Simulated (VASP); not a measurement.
Given:

```yaml
crystal:
  lattice:
    - [0.00000, 2.70500, 2.70500]
    - [2.70500, 0.00000, 2.70500]
    - [2.70500, 2.70500, 0.00000]
  atoms:
    - { symbol: Cu, position: [0.00000, 0.00000, 0.00000] }
    - { symbol: Cl, position: [0.25000, 0.25000, 0.25000] }
```

Method: PBE GGA + U (Dudarev), VASP's PBE PAW potentials (set 64) (plane waves; VASP 6.6.1). Settings: 400 eV cut-off, 8×8×8 Γ-centred mesh, Gaussian smearing of 0.050 eV, potentials Cu Cl, U − J: Cu 5.00 eV.

Estimate the energy per atom (σ→0), band gap (on the k-mesh) with the smallest direct gap where there is one.

band gap (on the k-mesh): 1.65 eV
smallest direct gap (on the k-mesh): 1.65 eV
energy per atom (σ→0): -2.559 eV/atom

Only differences to runs with the same potentials and settings are physical.

The compound is CuCl in the zinc blende structure. The cell was not relaxed at this level. The run is one of a series of settings (LDAU = .TRUE., LDAUJ = 0 0, LDAUL = 2 -1, LDAUTYPE = 2, LDAUU = 5.0 0 against the base run), some of them coarse on purpose.
